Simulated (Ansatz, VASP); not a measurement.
# Cross-check of SbW between VASP and Ansatz

One calculation is typed for both programs; each brings its own data sets. How far apart do they land? The cell is generated by rule, not measured, and may not be a known phase. The cell is taken from a series of runs on this material, whose earlier steps may have relaxed, scaled, displaced or heated it; both programs get it as it stands.

Program: Ansatz 0.2.0. Level of theory: plane waves, with VASP 6.6.1 beside it; single point at PBEsol. Results are calculated unless marked as measured.

The structure was built from a prototype and need not be the compound's stable phase.

## 1. Starting point

Symmetry: P-6m2, No. 187, hexagonal system. Conventional cell: a = 3.540 Å, b = 3.540 Å, c = 3.505 Å, α = 90.00°, β = 90.00°, γ = 120.00°. Nearest to W lie 6 Sb at 2.69 Å. Nearest to Sb lie 6 W at 2.69 Å. Farther neighbours are not listed.

## 2. VASP: single point, PBEsol

A single point gives forces, pressure and levels at one fixed geometry, so differences don't come from the geometry; what else differs is listed under the comparison.

Lines of VASP's logs that name or quote its potential files are left out, and so is its time.

The input, INCAR:

```
SYSTEM = SbW
PREC = Accurate
ENCUT = 600
EDIFF = 1E-06
NELM = 120
ISMEAR = 0
SIGMA = 0.1
LREAL = .FALSE.
ALGO = Normal
GGA = PS
NBANDS = 11
LASPH = .TRUE.
LORBIT = 11
LWAVE = .FALSE.
LCHARG = .FALSE.
ISIF = 2
GGA_COMPAT = .FALSE.
```

The input, POSCAR:

```
SbW
1.0
    3.5404700000      0.0000000000      0.0000000000
   -1.7702300000      3.0661300000      0.0000000000
    0.0000000000      0.0000000000      3.5053100000
W Sb
1 1
Direct
    0.0000000000      0.0000000000      0.0000000000
    0.3333333333      0.6666666667      0.5000000000
```

The input, KPOINTS:

```
Automatic mesh
0
Gamma
6 6 6
0 0 0
```

Potentials, in the order of the species: W and Sb (PBE family, release 64).

The run is started by

```sh
> mpirun -np 1 vasp_std
```

Numbers of over 12 decimals in the logs are rounded to 6 here.

The program printed:

```text
[banner, memory and clock lines left out]
running    1 mpi-ranks, on    1 nodes
 distrk:  each k-point on    1 cores,    1 groups
 distr:  one band on    1 cores,    1 groups

 POSCAR found type information on POSCAR W Sb
 POSCAR found :  2 types and       2 ions
|                                                                             |
|               ----> ADVICE to this user running VASP <----                  |
|                                                                             |
|     You enforced a specific xc type in the INCAR file but a different       |
|     [... a line on the potential file left out ...]
|     I HOPE YOU KNOW WHAT YOU ARE DOING!                                     |
|                                                                             |

 LDA part: xc-table for (Slater+PW92), standard interpolation
 POSCAR, INCAR and KPOINTS ok, starting setup
 FFT: planning ... GRIDC
 FFT: planning ... GRID_SOFT
 FFT: planning ... GRID
 WAVECAR not read
 entering main loop
       N       E                     dE             d eps       ncg     rms          rms(c)
DAV:   1     0.423975427516E+02    0.42398E+02   -0.48784E+03   616   0.915E+02
DAV:   2    -0.146582451475E+02   -0.57056E+02   -0.54910E+02   813   0.188E+02
DAV:   3    -0.175888674624E+02   -0.29306E+01   -0.28473E+01   782   0.405E+01
DAV:   4    -0.176215776602E+02   -0.32710E-01   -0.32641E-01   720   0.467E+00
DAV:   5    -0.176218992872E+02   -0.32163E-03   -0.32141E-03   747   0.451E-01    0.182E+01
DAV:   6    -0.171303665801E+02    0.49153E+00   -0.14526E+00   733   0.714E+00    0.768E+00
DAV:   7    -0.170720260657E+02    0.58341E-01   -0.73475E-02   662   0.200E+00    0.330E+00
DAV:   8    -0.170605444654E+02    0.11482E-01   -0.18016E-02   701   0.767E-01    0.260E-01
DAV:   9    -0.170603287446E+02    0.21572E-03   -0.10209E-03   646   0.240E-01    0.494E-02
DAV:  10    -0.170603186449E+02    0.10100E-04   -0.69639E-05   703   0.569E-02    0.199E-02
DAV:  11    -0.170603201696E+02   -0.15247E-05   -0.24355E-06   669   0.132E-02    0.782E-03
DAV:  12    -0.170603197689E+02    0.40073E-06   -0.13495E-07   356   0.287E-03
   1 F= -.17060320E+02 E0= -.17057137E+02  d E =-.636602E-02
```

OUTCAR, selected parts (step 2):

```text
ion  position               nearest neighbor table
   1  0.000  0.000  0.000-   2 2.69   2 2.69   2 2.69   2 2.69   2 2.69   2 2.69
   2  0.333  0.667  0.500-   1 2.69   1 2.69   1 2.69   1 2.69   1 2.69   1 2.69

  LATTYP: Found a hexagonal cell.
 ALAT       =     3.5404700000
 C/A-ratio  =     0.9900691151

 Subroutine GETGRP returns: Found 12 space group operations
 (whereof 12 operations were pure point group operations)

The static configuration has the point symmetry D_3h.

 Found     28 irreducible k-points:

   k-points           NKPTS =     28   k-points in BZ     NKDIM =     28   number of bands    NBANDS=     11

   dimension x,y,z NGX =    28 NGY =   28 NGZ =   28
   dimension x,y,z NGXF=    56 NGYF=   56 NGZF=   56

   ENCUT  =  600.0 eV  44.10 Ry    6.64 a.u.   7.07  7.07  7.00*2*pi/ulx,y,z

   NELECT =      11.0000    total number of electrons

 k-points in reciprocal lattice and weights: Automatic mesh
   0.00000000  0.00000000  0.00000000       0.005
   0.16666667  0.00000000  0.00000000       0.028
   0.33333333  0.00000000  0.00000000       0.028
   0.50000000  0.00000000  0.00000000       0.014
   0.16666667  0.16666667  0.00000000       0.028
   0.33333333  0.16666667  0.00000000       0.056
   0.33333333  0.33333333  0.00000000       0.009
   0.00000000  0.00000000  0.16666667       0.009
   0.16666667  0.00000000  0.16666667       0.056
[...]
0.33333333  0.16666667  0.50000000       0.056
   0.33333333  0.33333333  0.50000000       0.009

 average (electrostatic) potential at core
       1 -35.8624       2 -82.9610

 E-fermi :   9.6624

 k-point     1 :       0.0000    0.0000    0.0000
  band No.  band energies     occupation
    ...
      3       6.8144      2.00000
      4       6.8144      2.00000
      5       9.2700      2.00000
      6       9.6711      0.90143
      7       9.6711      0.90141
      8      14.2818      0.00000
      9      14.2818      0.00000
     10      14.6913      0.00000
     11      16.3344      0.00000

 k-point     2 :       0.1667    0.0000    0.0000
  band No.  band energies     occupation
    ...
      2       5.6259      2.00000
      3       6.5524      2.00000
      4       7.1705      2.00000
      5       7.7606      2.00000
      6       9.6060      1.57456
      7      11.7188      0.00000
      8      12.0178      0.00000
      9      13.1683      0.00000
     10      15.7553      0.00000
     11      17.1812      0.00000

 k-point     3 :       0.3333    0.0000    0.0000
  band No.  band energies     occupation
    ...
      2       3.6874      2.00000
      3       6.6684      2.00000
      4       6.7524      2.00000
      5       8.0546      2.00000
      6       9.4810      1.98970
      7      10.7693      0.00000
      8      11.6492      0.00000
      9      13.9060      0.00000
     10      15.6000      0.00000
     11      17.7761      0.00000

  Total        0.6483824      0.6483794      2.0525649      0.0000011      0.0000000      0.0000000
  in kB       27.3000759     27.2999520     86.4230439      0.0000445      0.0000000      0.0000000
  external PRESSURE =      47.0076906 kB  Pullay stress =       0.0000000 kB

  energy-cutoff  :      600.00
  volume of cell :       38.05
      direct lattice vectors                 reciprocal lattice vectors
     3.540470000  0.000000000  0.000000000     0.282448375  0.163071555  0.000000000
    -1.770230000  3.066130000  0.000000000     0.000000000  0.326144032  0.000000000
     0.000000000  0.000000000  3.505310000     0.000000000  0.000000000  0.285281473

 POSITION                                       TOTAL-FORCE (eV/Angst)
 -----------------------------------------------------------------------------------
      0.00000      0.00000      0.00000         0.000000     -0.000000      0.000000
      0.00000      2.04409      1.75266        -0.000000      0.000000      0.000000
 -----------------------------------------------------------------------------------
    total drift:                               -0.000025     -0.000035      0.000000

  FREE ENERGIE OF THE ION-ELECTRON SYSTEM (eV)
  ---------------------------------------------------
  free  energy   TOTEN  =       -17.0603197689 eV

  energy  without entropy=      -17.0539537509  energy(sigma->0) =      -17.05713676

 total charge
# of ion       s       p       d       tot
------------------------------------------
    1        0.484   0.484   4.352   5.321
    2        1.086   1.431   0.114   2.631
--------------------------------------------------
tot          1.570   1.916   4.466   7.952

[... 3 further parts left out ...]
```

This run has no spin polarisation. Its electron count is odd, so without a moment it is a metal by construction. The k-mesh is coarse for a metal.

## 3. Ansatz: single point, PBEsol

Ansatz runs on its default PAW (the set named soft_2) files.

The same cell, functional, mesh and smearing now go to Ansatz, which takes its cutoff from its data sets.

The input, input.yaml:

```yaml
crystal:
  lattice:
    - [3.54047, 0.0, 0.0]
    - [-1.77023, 3.06613, 0.0]
    - [0.0, 0.0, 3.50531]
  atoms:
    - { symbol: W, position: [0.0, 0.0, 0.0] }
    - { symbol: Sb, position: [0.3333333333, 0.6666666667, 0.5] }
kpoints:
  mp_grid: { grid: [6, 6, 6] }
hamiltonian:
  xc: pbesol
scf:
  occupations: { method: gaussian, width: 0.1 }
output:
  forces: true
  stress: true
  eigenvalues: true
```

The run is started by

```sh
> ansatz run input.yaml --threads 4 --pin off --max-ram 7168MiB --backend cpu --events-out ev --progress --plain --runs-dir out
```

The program printed:

```text
Engine: ansatz 0.2.0, aarch64-unknown-linux-gnu
Pseudopotentials: kind: paw
Pseudopotential: W, paw, valence charge 14, recommended cutoff 420 eV (normal), W.paw.azcp
Pseudopotential: Sb, paw, valence charge 15, recommended cutoff 420 eV (normal), Sb.paw.azcp
Functional definition: PBEsol
  exchange = pbesol_x
  correlation = pbesol_c
Crystal: 2 atoms, lattice volume = 38.052 Å³
Basis set: ecut = 420 eV, 761 PW (Γ), exchange–correlation on 48×48×48 points (8 copies of the dense FFT grid, shifted against one another)
Bands: 19, of which v1, the nominal top of the filled ones, is band 15 counted from 1 (14 counted from 0)
Symmetry: 12 space group operations
Space group: P-6m2 (ITA 187), of the structure as read, at distance tolerance 3.4e-5 Å
k-points: 28 of 216 (time reversal used)
Non-local potential: W, projectors of the file, l = 0: 3, l = 1: 2, l = 2: 2, l = 3: 1
Non-local potential: Sb, projectors of the file, l = 0: 2, l = 1: 2, l = 2: 2, l = 3: 2
PAW form: soft (Blöchl's): semilocal exchange-correlation on the pseudo side does not see the compensation charge
PAW frozen core: W, regenerated for the run's functional, and the local potential with it (the file was generated under x = pbe(κ = 0.804, μ = 0.219515), c = pbe(β = 0.066725))
PAW frozen core: Sb, regenerated for the run's functional, and the local potential with it (the file was generated under x = pbe(κ = 0.804, μ = 0.219515), c = pbe(β = 0.066725))
PAW one-centre angular grid: W, 590 points (default); XC on 64 Gauss nodes
PAW one-centre angular grid: Sb, 590 points (default); XC on 64 Gauss nodes
Initial density: superposition of atomic densities (neutral atoms: chi_scale 0, normalization atom), corrected by the library's trained network
Initial wavefunctions: pseudopotential atomic-orbital guess
Functional: x = pbesol(κ = 0.804, μ = 0.123457), c = pbesol(β = 0.046)
SCF iter   1: F=—  HF=-16663.287749 eV  |F-HF|=—  |Δ(HF+E_count)|=         —  Δρ=8.74e-3  dr2=1.11e-2  ethr=1.77e-3  ⟨swp⟩=5.7  Hψ=2743  notcnv=0
preconditioner: auto → none  [metal: Δε(μ)=0.072 eV  Ē_g=7.964 eV  σ=0.100 eV  W_gap=0.37  n_scr=8 (ndim 8)  ℏωp=20.0 eV  f_vac=0.000  D(μ)=1.18/eV (n_scr^D=8)  sad-step TF]
SCF iter   2: F=—  HF=-16663.286180 eV  |F-HF|=—  |Δ(HF+E_count)|=   1.57e-3  Δρ=4.80e-3  dr2=3.47e-3  ethr=3.82e-5  ⟨swp⟩=1.0  Hψ=756  notcnv=0
SCF iter   3: F=—  HF=-16663.285890 eV  |F-HF|=—  |Δ(HF+E_count)|=   2.90e-4  Δρ=4.34e-4  dr2=5.91e-5  ethr=1.19e-5  ⟨swp⟩=2.4  Hψ=759  notcnv=0
SCF iter   4: F=—  HF=-16663.285858 eV  |F-HF|=—  |Δ(HF+E_count)|=   3.25e-5  Δρ=1.01e-4  dr2=3.26e-6  ethr=2.04e-7  ⟨swp⟩=2.0  Hψ=815  notcnv=0
iter 5 did not close the SCF: its close was put off for the readings that it lacked (scf_convergence_deferred on its scf_iter line)
SCF iter   5: F=-16663.285857 eV  HF=-16663.285857 eV  |F-HF|=2.00e-8  |Δ(HF+E_count)|=   8.08e-7  Δρ=2.19e-5  dr2=6.31e-8  ethr=1.12e-8  ⟨swp⟩=2.0  Hψ=696  notcnv=0
SCF iter   6: F=-16663.285857 eV  HF=-16663.285857 eV  |F-HF|=1.24e-10  |Δ(HF+E_count)|=  3.06e-10  Δρ=3.00e-6  dr2=1.66e-9  ethr=2.18e-10  ⟨swp⟩=3.8  Hψ=2078  notcnv=0
SCF 1 converged in 6 iterations: F = -16663.285857 eV  dr2 = 1.66e-9
  greatest PAW one-centre occupation: 1.000 electrons in one spin orbital (limit 2), on the W atom at site 0 (counted from 0), in its partial waves of l = 0
SCF converged after 6 iterations
Free energy (F): -16663.285857 eV
Harris-Foulkes:  -16663.285857 eV  (|F-HF|=1.24e-10)
Internal energy: -16663.279399 eV  (E = F + TS)
E sigma→0 (E₀):  -16663.282628 eV
Entropy (-TS):   -0.006458 eV (-3.229 meV/atom)
Fermi energy:    18.057288 eV
--- Per-component energies (eV) ---
  E_band       = -200.902435
  E_kinetic    = 664.323698
  E_local      = -2006.357910  (includes V_loc(G=0)·N_el)
  E_nonlocal   = 372.883172
  E_hartree    = 867.224014
  E_xc         = -404.034550
  E_vxc        = -337.218925  (∫ρ·V_xc dr)
  E_paw        = -12940.420756  (= ΣΔE_a)
  E_vpaw       = -628.980122  (= ΣTr[D̂ρ^β])
  E_aug_tail   = -0.000062  (compensation charges beyond the density's cutoff)
  E_ewald      = -3217.450653
  E_core_change = 0.553649  (= ΣΔE_core)
  E_smearing   = -0.006458  (= −TS)
  E_closure    = 0.000000  (closes the sum)
  Σ components = -16663.285857   (vs F -16663.285857, Δ=0.00e0)
--- Forces (eV/Å), atoms counted from 1 ---
  atom   1  W     -0.00000000    -0.00000000     0.00000000
  atom   2  Sb     0.00000000    -0.00000000     0.00000000
  max |Σ_I F_I| component: 5.55e-17 eV/Å
--- Stress (GPa, compression-positive) ---
        3.177476       0.000000       0.000000
       -0.000000       3.177476      -0.000000
        0.000000      -0.000000       9.230010
  P = ⅓ Tr σ = 5.1950 GPa (51.950 kbar)
--- Band table (eV; the first three rows and the last of 28) ---
  k-point 0: bands = [... 11 lower, 15.1994, 15.1994, 17.6303, 18.0722, 18.0722, 22.6325, 22.6325, 22.9937]
  k-point 1: bands = [... 11 lower, 15.4059, 15.4059, 17.3320, 17.5642, 17.5642, 23.0203, 23.0203, 23.5526]
  k-point 2: bands = [... 11 lower, 15.8420, 15.8420, 16.8954, 16.8954, 18.0516, 22.5101, 22.5101, 24.3841]
  k-point 27: bands = [... 11 lower, 12.6670, 14.5909, 16.4460, 18.9006, 19.4138, 21.0890, 21.4887, 21.9998]
```

The column dr2 measures how far the density is from self-consistency, as an energy; F and HF (Harris–Foulkes) agree once it is small.

The run ends at a pressure of 5.19 GPa.

## 4. Comparison

Known differences besides the potentials themselves: the data sets hold 29 valence electrons in Ansatz (on its default PAW (the set named soft_2) files) and 11 in VASP; the cutoff is 420 eV in Ansatz and 600 eV in VASP; Ansatz makes its cores anew for this functional, VASP keeps those of its PBE data sets. Total energies have different zeros and are not compared.

Compared:

```csv
quantity,Ansatz,VASP,difference
pressure (GPa),5.19,4.70,+0.49
```

## 5. What came out

| Property | Result |
| --- | --- |
| difference in pressure (single point, PBEsol) | 0.49 GPa |

The difference in pressure is 0.49 GPa (single point, PBEsol), within the 1 GPa picked in this series as the mark of a large difference. The data sets hold unlike numbers of valence electrons (29 in Ansatz and 11 in VASP), so part of the differences comes from the potentials. How closely two codes agree says nothing of how well the functional describes the real material.

[Lines on the potential files, build, host, timing and source positions are cut from VASP's logs without a mark.]

[Logs are printed without paths, hosts, clocks, repeated set-up lines and the standing remarks that a program may print on its own settings, such as how far it seeks lower states.]

[Hosts, paths, dates, database ids (printed as entryN), source tags and the programs' standing remarks are cut or masked in the printed files.]
